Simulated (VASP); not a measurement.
Runs of VASP 6.6.1 on FeCu. It takes space group Fm-3m (No. 225, cubic). The conventional cell has a = 4.339 Å, b = 4.339 Å, c = 4.339 Å, α = 90.00°, β = 90.00°, γ = 90.00°. Fe (site symmetry m-3m) is surrounded by 6 Cu at 2.17 Å. Cu (site symmetry m-3m) is surrounded by 6 Fe at 2.17 Å. The cell was built by a generator and needn't be a form met in nature.

```csv
task,level,potentials or basis,spin,U,fixed moment (μB),cell,k mesh,cutoff (eV),smearing,LDAUTYPE,hund's J,other keys,gap on the mesh (eV),pressure (GPa),moment (μB),relaxed volume (Å³/atom)
single point,PBE,"VASP PAW PBE potentials, release 64 (Fe, Cu)","collinear, ferromagnetic start",-,-,as given,11 × 11 × 11,520,fermi-dirac 0.05 eV,-,-,-,none,76.3,2.68,-
relaxation of cell and atoms,RPBE,"VASP PAW PBE potentials, release 64 (Fe, Cu)","collinear, ferromagnetic start",-,-,relaxed,11 × 11 × 11,600,methfessel-paxton 0.2 eV,-,-,-,none,0.1,3.03,(a)
density of states,LDA+U,"VASP PAW LDA potentials, release 64 (Fe, Cu)","collinear, antiferromagnetic start","Cu d U = 3.5 eV, J = 1.0 eV, Fe d U = 3.5 eV, J = 1.0 eV",-,as given,11 × 11 × 11,600,gaussian 0.05 eV,2,1,ENCUT = 600,none,56.2,2.91,-
relaxation of cell and atoms,PBE,"VASP PAW PBE potentials, release 64 (Fe, Cu)","collinear, ferromagnetic start",-,-,relaxed,11 × 11 × 11,600,methfessel-paxton 0.2 eV,-,-,-,none,-0.1,2.98,14.14
phonons,AM05,"VASP PAW PBE potentials, release 64 (Fe, Cu)","collinear, zero start",-,0,relaxed,8 × 8 × 8,600,methfessel-paxton 0.2 eV,-,-,-,-,-,0.00,-
```

Question: Estimate the missing entries.

Answer: (a) 14.67.

Caveats: the volume moved by over 15 % at a fixed basis, so the end points are rough (some runs); a pressure of tens of GPa on the cell as given is suspect, and the run, the potentials or the cell itself is likely at fault (some runs); the PAW data sets were made with another functional, which shifts forces and pressure a little (some runs); the U is typed as a test and isn't derived for this compound (some runs); the total moment is fixed, so each spin has its own Fermi level (some runs).

A gap of «none» marks a metal or a gap under the smearing width.
